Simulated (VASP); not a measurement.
OSZICAR of a VASP run on InSe (relaxed from the beta-GaS structure, space group P6_3/mmc):

**OSZICAR**
```
       N       E                     dE             d eps       ncg     rms          rms(c)
DAV:   1     0.707931811982E+03    0.70793E+03   -0.29697E+04  1268   0.157E+03
DAV:   2     0.747156062714E+02   -0.63322E+03   -0.61841E+03  1278   0.422E+02
DAV:   3    -0.258128670974E+02   -0.10053E+03   -0.97457E+02  1560   0.186E+02
DAV:   4    -0.318784512781E+02   -0.60656E+01   -0.60292E+01  1488   0.461E+01
DAV:   5    -0.321094838421E+02   -0.23103E+00   -0.23082E+00  1600   0.860E+00    0.991E+00
DAV:   6    -0.312426223621E+02    0.86686E+00   -0.17300E+00  1630   0.179E+01    0.568E+00
DAV:   7    -0.311888599351E+02    0.53762E-01   -0.94484E-01  1848   0.622E+00    0.136E+00
DAV:   8    -0.311800236101E+02    0.88363E-02   -0.10436E-01  1835   0.324E+00    0.106E+00
DAV:   9    -0.311804551987E+02   -0.43159E-03   -0.16144E-02  1627   0.532E-01    0.448E-01
DAV:  10    -0.311803759443E+02    0.79254E-04   -0.17002E-03  1799   0.472E-01    0.182E-01
DAV:  11    -0.311805361916E+02   -0.16025E-03   -0.64665E-04  1656   0.159E-01    0.394E-02
DAV:  12    -0.311805333969E+02    0.27946E-05   -0.51858E-05  1822   0.367E-02    0.250E-02
DAV:  13    -0.311805395120E+02   -0.61151E-05   -0.19531E-05  1415   0.268E-02    0.132E-02
DAV:  14    -0.311805399273E+02   -0.41524E-06   -0.22185E-06  1007   0.138E-02
   1 F= -.31180540E+02 E0= -.31180540E+02  d E =-.311805E+02
       N       E                     dE             d eps       ncg     rms          rms(c)
DAV:   1    -0.311812783431E+02   -0.73883E-03   -0.41318E-02  1971   0.178E+00    0.186E-01
DAV:   2    -0.311807106822E+02    0.56766E-03   -0.19000E-03  1635   0.553E-01    0.588E-02
DAV:   3    -0.311806229651E+02    0.87717E-04   -0.30538E-04  1699   0.202E-01    0.378E-02
DAV:   4    -0.311806233439E+02   -0.37880E-06   -0.23950E-05  1554   0.279E-02    0.227E-02
DAV:   5    -0.311806218329E+02    0.15110E-05   -0.72559E-06  1529   0.374E-02    0.583E-03
DAV:   6    -0.311806226989E+02   -0.86596E-06   -0.14269E-06   807   0.734E-03
   2 F= -.31180623E+02 E0= -.31180623E+02  d E =-.827716E-04
```

**Question.** Which electronic solver shows in the log?

**Answer.** It is blocked Davidson (ALGO = Normal, or the opening steps of other solvers). The INCAR had ALGO = Normal.

**Question.** Can the final energy be trusted as converged?

**Answer.** The run converged. It stopped with EDIFF = 1E-6, NELM = 100, NSW = 60 and EDIFFG = -0.02 after 2 ionic steps (PBEsol GGA, plane waves, VASP's PBE PAW potentials (set 64)). Without a dispersion term in the relaxation, distances and binding between the weakly bound layers, chains or molecules are unreliable, and so is what depends on them.

The structure was generated: InSe was put into the beta-GaS type (P6_3/mmc), a phase also known from measurement. This run relaxes it. Symmetry was kept, so distortions that lower it aren't found. The start is the result of an earlier pass.
